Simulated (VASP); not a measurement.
**Energy against moment in linear Ti chain, spacing 2.395 A**

What does it cost to change the moment of linear Ti chain, spacing 2.395 A?

Method: PBE, spin-polarised from a ferromagnetic start; plane waves and PAW (Ti_sv), in the first sound run; inputs show where later runs differ, in VASP 6.6.1.

## Step 1: Starting point

The cell holds 1 atom: 1 Ti. Cell: a = 12.000 Å, b = 12.000 Å, c = 2.395 Å, α = 90.0°, β = 90.0°, γ = 90.0°. model lattice. Vacuum lies along a and b. The structure's axis is c.

## Step 2: Free moment

The unconstrained run shows the moment that this start leads to, and gives an energy to count from.

INCAR

```
SYSTEM = Ti
PREC = Normal
ENCUT = 350
EDIFF = 1E-06
NELM = 150
ISMEAR = 0
SIGMA = 0.05
LREAL = .FALSE.
ALGO = Normal
GGA = PE
NBANDS = 12
ISPIN = 2
MAGMOM = 1
LASPH = .TRUE.
LMAXMIX = 4
LORBIT = 11
LWAVE = .FALSE.
LCHARG = .FALSE.
KPAR = 2
AMIX = 0.2
BMIX = 1E-04
AMIX_MAG = 0.8
BMIX_MAG = 1E-04
NEDOS = 1500
```

POSCAR

```
Ti
1.0
   12.0000000000      0.0000000000      0.0000000000
    0.0000000000     12.0000000000      0.0000000000
    0.0000000000      0.0000000000      2.3950000000
Ti
1
Direct
    0.5000000000      0.5000000000      0.0000000000
```

KPOINTS

```
Automatic mesh
0
Gamma
1 1 25
0 0 0
```

The projector-augmented-wave data sets are Ti_sv (PBE family, release 64).

Run with:

```
> mpirun -np 2 vasp_std
```

Log:

```text
[banner, memory and clock lines left out]
running    2 mpi-ranks, on    1 nodes
 distrk:  each k-point on    1 cores,    2 groups
 distr:  one band on    1 cores,    1 groups

 POSCAR found type information on POSCAR Ti
 POSCAR found :  1 types and       1 ions
 LDA part: xc-table for (Slater+PW92), standard interpolation
 POSCAR, INCAR and KPOINTS ok, starting setup
 FFT: planning ... GRIDC
 FFT: planning ... GRID_SOFT
 FFT: planning ... GRID
 WAVECAR not read
 entering main loop
       N       E                     dE             d eps       ncg     rms          rms(c)
DAV:   1     0.491410834815E+02    0.49141E+02   -0.55178E+03   832   0.488E+02
DAV:   2     0.561165235437E+01   -0.43529E+02   -0.40303E+02   880   0.163E+02
DAV:   3    -0.343771488590E+01   -0.90494E+01   -0.79513E+01  1156   0.509E+01
DAV:   4    -0.449429758561E+01   -0.10566E+01   -0.96096E+00   768   0.147E+01
DAV:   5    -0.456602347015E+01   -0.71726E-01   -0.71499E-01   980   0.315E+00    0.751E+00
DAV:   6    -0.436018794813E+01    0.20584E+00   -0.14137E-01   700   0.467E+00    0.471E+00
DAV:   7    -0.408840049511E+01    0.27179E+00   -0.22540E-01   772   0.616E+00    0.206E+00
DAV:   8    -0.408772268644E+01    0.67781E-03   -0.64140E-02   724   0.285E+00    0.142E+00
DAV:   9    -0.411497323428E+01   -0.27251E-01   -0.11656E-02   792   0.111E+00    0.101E+00
DAV:  10    -0.412371559194E+01   -0.87424E-02   -0.24657E-03   880   0.508E-01    0.585E-01
DAV:  11    -0.412527508093E+01   -0.15595E-02   -0.24682E-03   724   0.567E-01    0.365E-01
DAV:  12    -0.411977036946E+01    0.55047E-02   -0.92336E-03   836   0.112E+00    0.536E-01
DAV:  13    -0.412076738909E+01   -0.99702E-03   -0.35620E-04   656   0.185E-01    0.477E-01
DAV:  14    -0.412314686360E+01   -0.23795E-02   -0.28272E-04   804   0.145E-01    0.314E-01
DAV:  15    -0.412448570905E+01   -0.13388E-02   -0.42044E-04   868   0.222E-01    0.187E-01
DAV:  16    -0.412444060619E+01    0.45103E-04   -0.43079E-05   632   0.582E-02    0.184E-01
DAV:  17    -0.412428045291E+01    0.16015E-03   -0.18636E-05   640   0.451E-02    0.185E-01
DAV:  18    -0.412507267317E+01   -0.79222E-03   -0.56051E-04   656   0.281E-01    0.100E-01
DAV:  19    -0.412499697555E+01    0.75698E-04   -0.72837E-04   792   0.300E-01    0.214E-02
DAV:  20    -0.412523357020E+01   -0.23659E-03   -0.79593E-05   636   0.896E-02    0.962E-03
DAV:  21    -0.412522555937E+01    0.80108E-05   -0.19866E-05   720   0.537E-02    0.191E-02
DAV:  22    -0.412523494904E+01   -0.93897E-05   -0.70177E-06   676   0.264E-02    0.112E-02
DAV:  23    -0.412523986490E+01   -0.49159E-05   -0.91878E-07   632   0.768E-03    0.972E-03
DAV:  24    -0.412524600929E+01   -0.61444E-05   -0.35736E-06   652   0.221E-02    0.175E-03
DAV:  25    -0.412524618599E+01   -0.17670E-06   -0.39046E-07   528   0.462E-03
   1 F= -.41252462E+01 E0= -.41236279E+01  d E =-.323651E-02  mag=     0.8300
```

It took 28 s on 2 MPI ranks of Intel Xeon Platinum 8375C at 2.90GHz (Ice Lake), shared host; peak memory 0.47 GiB; 54 s of CPU time.

Lines that name or quote the potential files are left out of all logs, and their timing lines are given in words.

From OUTCAR (step 2):

```text
ion  position               nearest neighbor table
   1  0.500  0.500  0.000-

  LATTYP: Found a simple tetragonal cell.
 ALAT       =    12.0000000000
 C/A-ratio  =     0.1995833333

 Subroutine GETGRP returns: Found 16 space group operations
 (whereof 16 operations were pure point group operations)

The static configuration has the point symmetry D_4h.

 Found     13 irreducible k-points:

   k-points           NKPTS =     13   k-points in BZ     NKDIM =     13   number of bands    NBANDS=     12

   dimension x,y,z NGX =    56 NGY =   56 NGZ =   12
   dimension x,y,z NGXF=   112 NGYF=  112 NGZF=   24

   ENCUT  =  350.0 eV  25.72 Ry    5.07 a.u.  18.31 18.31  3.65*2*pi/ulx,y,z

   NELECT =      12.0000    total number of electrons

 k-points in reciprocal lattice and weights: Automatic mesh
   0.00000000  0.00000000  0.00000000       0.040
   0.00000000  0.00000000  0.04000000       0.080
   0.00000000  0.00000000  0.08000000       0.080
   0.00000000  0.00000000  0.12000000       0.080
   0.00000000  0.00000000  0.16000000       0.080
   0.00000000  0.00000000  0.20000000       0.080
   0.00000000  0.00000000  0.24000000       0.080
   0.00000000  0.00000000  0.28000000       0.080
   0.00000000  0.00000000  0.32000000       0.080
   0.00000000  0.00000000  0.36000000       0.080
   0.00000000  0.00000000  0.40000000       0.080
   0.00000000  0.00000000  0.44000000       0.080
   0.00000000  0.00000000  0.48000000       0.080

 average (electrostatic) potential at core
       1 -83.6301

 E-fermi :  -2.8885

 spin component 1
 k-point     1 :       0.0000    0.0000    0.0000
  band No.  band energies     occupation
    ...
      4     -34.9173      1.00000
      5      -5.5952      1.00000
      6      -3.8319      1.00000
      7      -3.0648      1.00000
      8      -3.0638      1.00000
      9      -2.0355      0.00000
     10      -2.0355      0.00000
     11       0.2084      0.00000
     12       0.4554      0.00000

 k-point     2 :       0.0000    0.0000    0.0400
  band No.  band energies     occupation
    ...
      4     -34.9470      1.00000
      5      -5.5231      1.00000
      6      -3.7847      1.00000
      7      -3.0456      1.00000
      8      -3.0446      0.99999
      9      -2.0377      0.00000
     10      -2.0377      0.00000
     11       0.2494      0.00000
     12       0.3980      0.00000

 k-point     3 :       0.0000    0.0000    0.0800
  band No.  band energies     occupation
    ...
      4     -35.0339      1.00000
      5      -5.3129      1.00000
      6      -3.6417      1.00000
      7      -2.9891      0.99778
      8      -2.9881      0.99758
      9      -2.0563      0.00000
     10      -2.0563      0.00000
     11       0.2764      0.00000
     12       0.2764      0.00000

 k-point     4 :       0.0000    0.0000    0.1200
  band No.  band energies     occupation
    ...
      4     -35.1713      1.00000
      5      -4.9803      1.00000
      6      -3.3994      1.00000
      7      -2.8977      0.60295
      8      -2.8968      0.59348
      9      -2.1229      0.00000
     10      -2.1229      0.00000
     11       0.1863      0.00000
     12       0.1863      0.00000

 k-point     5 :       0.0000    0.0000    0.1600
  band No.  band energies     occupation
    ...
      2     -36.5461      1.00000
      3     -36.5461      1.00000
      4     -35.3489      1.00000
      5      -4.5499      1.00000
      6      -3.0524      1.00000
      7      -2.7760      0.00073
      8      -2.7752      0.00068
      9      -2.2715      0.00000
     10      -2.2715      0.00000
     11       0.2075      0.00000
    ...

 k-point     6 :       0.0000    0.0000    0.2000
  band No.  band energies     occupation
      1     -59.9694      1.00000
      2     -36.5206      1.00000
      3     -36.5206      1.00000
      4     -35.5540      1.00000
      5      -4.0525      1.00000
      6      -2.6300      0.00000
      7      -2.6293      0.00000
      8      -2.5982      0.00000
      9      -2.5064      0.00000
     10      -2.5064      0.00000
    ...

  Total       -0.1342966     -0.1342966     -1.6949428     -0.0000000      0.0000000      0.0000000
  in kB       -0.6238892     -0.6238892     -7.8740400     -0.0000000      0.0000000      0.0000000
  external PRESSURE =      -3.0406061 kB  Pullay stress =       0.0000000 kB

  energy-cutoff  :      350.00
  volume of cell :      344.88
      direct lattice vectors                 reciprocal lattice vectors
    12.000000000  0.000000000  0.000000000     0.083333333  0.000000000  0.000000000
     0.000000000 12.000000000  0.000000000     0.000000000  0.083333333  0.000000000
     0.000000000  0.000000000  2.395000000     0.000000000  0.000000000  0.417536534

 POSITION                                       TOTAL-FORCE (eV/Angst)
 -----------------------------------------------------------------------------------
      6.00000      6.00000      0.00000         0.000000      0.000000      0.000000
 -----------------------------------------------------------------------------------
    total drift:                                0.000000      0.000000      0.000000

  FREE ENERGIE OF THE ION-ELECTRON SYSTEM (eV)
  ---------------------------------------------------
  free  energy   TOTEN  =        -4.1252461860 eV

  energy  without entropy=       -4.1220096793  energy(sigma->0) =       -4.12362793

 total charge
# of ion       s       p       d       tot
------------------------------------------
    1        2.250   5.962   2.134  10.347

 magnetization (x)
# of ion       s       p       d       tot
------------------------------------------
    1        0.016   0.010   0.527   0.552

[... 6 further parts left out ...]
```

Numbers from this step:

```yaml
electronic_cycles: 25
electrons: 12
free_energy_toten: -4.125 eV
energy_at_zero_smearing: -4.124 eV
fermi_energy: -2.889 eV
moment_of_the_cell_from_the_last_line_of_the_log: 0.83 μB
labelled_metallic_from_the_levels_on_this_mesh: yes
dos_at_the_fermi_level: 2.979 states/eV/cell
```

Spin moment in the PAW sphere by atom:

```csv
atom,spin moment in the PAW sphere (μB)
Ti1,0.552
```

The density of states has structure finer than the step of the table below, so its rows give means over 0.5 eV, whole bins alone (the curve runs from -12.0 to 2.99 eV). Peaks (eV: height): total up -0.16: 4.03, 0.61: 2.69, 0.80: 4.67, 1.08: 2.66; total down 0.51: 3.64, 0.80: 2.63, 1.18: 4.69, 1.84: 2.42; Ti s up -2.63: 0.203, -2.44: 0.161, -2.06: 0.140, -1.68: 0.148; Ti s down -2.25: 0.205, -2.06: 0.149, -1.68: 0.151, -1.30: 0.126; Ti p up 0.80: 0.309, 1.46: 0.062, 2.13: 0.0836, 2.70: 0.0735.

Means over bins of 0.095 eV. The density of states by energy, zero at the Fermi level; means over each step; 7 of 8 lines; values in states/eV/cell:

```csv
energy (eV),total up,total down,Ti s up,Ti s down,Ti p up,Ti p down,Ti d up
-3.5,0,0,0,0,0,0,0
-3.0,0.0302,0,0.00778,0,1.5e-5,0,0.00612
-2.5,0.370,0.147,0.0942,0.0373,0.00233,2.3e-4,0.0678
-2.0,0.178,0.292,0.0433,0.0728,0.00447,0.00309,0.0202
-1.5,0.266,0.216,0.0380,0.0507,0.00630,0.00649,0.0838
-1.0,1.52,0.550,0.0313,0.0336,0.0120,0.00713,0.980
-0.5,0.995,1.34,0.0311,0.0259,0.0209,0.0129,0.572
0.0,2.44,0.955,0.0281,0.0236,0.0330,0.0230,1.58
0.5,2.11,2.12,0.0254,0.0254,0.0726,0.0344,1.14
1.0,2.58,2.69,0.0235,0.0248,0.0931,0.124,1.38
1.5,0.375,1.59,0.0223,0.0227,0.0183,0.0304,0.215
2.0,0.382,0.966,0.0292,0.0212,0.0213,0.0188,0.209
2.5,0.182,0.346,0.0120,0.0233,0.0138,0.0216,0.100
```

The density of states is cut at 3.0 eV, since the bands computed begin to run out above.

## Step 3: Fixed spin moment, fixed moment 0

This step: PBE, spin-polarised, total moment fixed; plane waves and PAW (Ti_sv) (VASP 6.6.1).

NUPDOWN fixes the difference of up and down electrons.

INCAR: that of step 2 with these lines changed.

```diff
@@ -12,3 +12,3 @@
 ISPIN = 2
-MAGMOM = 1
+MAGMOM = 0
 LASPH = .TRUE.
@@ -23,2 +23,2 @@
 BMIX_MAG = 1E-04
-NEDOS = 1500
+NUPDOWN = 0
```

POSCAR is that of step 2.

KPOINTS is that of step 2.

Run with:

```
> mpirun -np 2 vasp_std
```

Log:

```text
[... set-up lines as in an earlier step ...]
 entering main loop
       N       E                     dE             d eps       ncg     rms          rms(c)
DAV:   1     0.489878456643E+02    0.48988E+02   -0.56454E+03   832   0.512E+02
DAV:   2     0.533901135782E+01   -0.43649E+02   -0.40651E+02   900   0.164E+02
DAV:   3    -0.344775127134E+01   -0.87868E+01   -0.77832E+01  1160   0.500E+01
DAV:   4    -0.462606226039E+01   -0.11783E+01   -0.11189E+01   800   0.152E+01
DAV:   5    -0.470193297795E+01   -0.75871E-01   -0.75042E-01   952   0.315E+00    0.610E+00
DAV:   6    -0.436716353108E+01    0.33477E+00   -0.12192E-01   696   0.475E+00    0.453E+00
DAV:   7    -0.411437257054E+01    0.25279E+00   -0.75896E-01   656   0.120E+01    0.160E+00
DAV:   8    -0.406989782477E+01    0.44475E-01   -0.11458E-01   692   0.451E+00    0.733E-01
DAV:   9    -0.408583366262E+01   -0.15936E-01   -0.44555E-02   920   0.160E+00    0.752E-01
DAV:  10    -0.407948042154E+01    0.63532E-02   -0.14477E-03   796   0.393E-01    0.635E-01
DAV:  11    -0.407231046195E+01    0.71700E-02   -0.14281E-02   932   0.101E+00    0.139E-01
DAV:  12    -0.407278023021E+01   -0.46977E-03   -0.33604E-04   684   0.195E-01    0.950E-02
DAV:  13    -0.407167815677E+01    0.11021E-02   -0.20296E-04   628   0.130E-01    0.515E-02
DAV:  14    -0.407246029546E+01   -0.78214E-03   -0.26921E-04   728   0.152E-01    0.130E-01
DAV:  15    -0.407251064053E+01   -0.50345E-04   -0.16464E-04   652   0.135E-01    0.272E-02
DAV:  16    -0.407256588521E+01   -0.55245E-04   -0.58034E-05   848   0.624E-02    0.258E-02
DAV:  17    -0.407257339566E+01   -0.75105E-05   -0.24805E-06   656   0.149E-02    0.210E-02
DAV:  18    -0.407257348917E+01   -0.93508E-07   -0.78150E-06   812   0.281E-02
   1 F= -.40725735E+01 E0= -.40667001E+01  d E =-.117467E-01  mag=    -0.0000
```

Wall time 24 s (2 MPI ranks); peak memory 0.45 GiB; 47 s of CPU time.

From OUTCAR (step 3):

```text
The static configuration has the point symmetry D_4h.

 Found     13 irreducible k-points:

   NELECT =      12.0000    total number of electrons

 E-fermi :  -2.7526

 spin component 1
 k-point     1 :       0.0000    0.0000    0.0000
  band No.  band energies     occupation
    ...
      4     -34.6440      1.00000
      5      -5.3576      1.00000
      6      -3.5363      1.00000
      7      -2.7870      0.83443
      8      -2.7858      0.82557
      9      -1.8700      0.00000
     10      -1.8700      0.00000
     11       0.2417      0.00000
     12       0.6987      0.00000

 k-point     2 :       0.0000    0.0000    0.0400
  band No.  band energies     occupation
    ...
      4     -34.6737      1.00000
      5      -5.2865      1.00000
      6      -3.4878      1.00000
      7      -2.7676      0.66303
      8      -2.7664      0.65047
      9      -1.8698      0.00000
     10      -1.8698      0.00000
     11       0.2827      0.00000
     12       0.6315      0.00000

 k-point     3 :       0.0000    0.0000    0.0800
  band No.  band energies     occupation
    ...
      2     -36.3175      1.00000
      3     -36.3175      1.00000
      4     -34.7605      1.00000
      5      -5.0791      1.00000
      6      -3.3414      1.00000
      7      -2.7101      0.11410
      8      -2.7090      0.10813
      9      -1.8807      0.00000
     10      -1.8807      0.00000
     11       0.4058      0.00000
    ...

 k-point     4 :       0.0000    0.0000    0.1200
  band No.  band energies     occupation
    ...
      2     -36.3010      1.00000
      3     -36.3010      1.00000
      4     -34.8978      1.00000
      5      -4.7508      1.00000
      6      -3.0937      1.00000
      7      -2.6172      0.00006
      8      -2.6162      0.00006
      9      -1.9347      0.00000
     10      -1.9347      0.00000
     11       0.3822      0.00000
    ...

  Total       -0.1744099     -0.1744099     -2.0913253      0.0000000      0.0000000      0.0000000
  in kB       -0.8102400     -0.8102400     -9.7154779      0.0000000      0.0000000      0.0000000
  external PRESSURE =      -3.7786526 kB  Pullay stress =       0.0000000 kB

  FREE ENERGIE OF THE ION-ELECTRON SYSTEM (eV)
  ---------------------------------------------------
  free  energy   TOTEN  =        -4.0725734892 eV

  energy  without entropy=       -4.0608267993  energy(sigma->0) =       -4.06670014

 total charge
# of ion       s       p       d       tot
------------------------------------------
    1        2.242   5.965   2.133  10.341

 magnetization (x)
# of ion       s       p       d       tot
------------------------------------------
    1       -0.000  -0.000   0.000   0.000

[... 9 parts as in an earlier step ...]

[... 9 further parts left out ...]
```

Numbers from this step:

```yaml
electronic_cycles: 18
free_energy_toten: -4.073 eV
energy_at_zero_smearing: -4.067 eV
```

The spin moment in the PAW sphere vanishes on all atoms.

Energy at zero smearing: -4.06670 eV.

(Continued in part 2 of 2.)

[Lines on the potential files, build, host, timing and source positions are cut from VASP's logs without a mark.]

[Logs are printed without paths, hosts, clocks, repeated set-up lines and the standing remarks that a program may print on its own settings, such as how far it seeks lower states.]

[Hosts, paths, dates, database ids (printed as entryN), source tags and the programs' standing remarks are cut or masked in the printed files.]

[In band tables of VASP the shares of atoms and orbitals are scaled to a sum of 1 inside the atoms' spheres.]

[Runs that stopped without an error message from VASP are left out.]
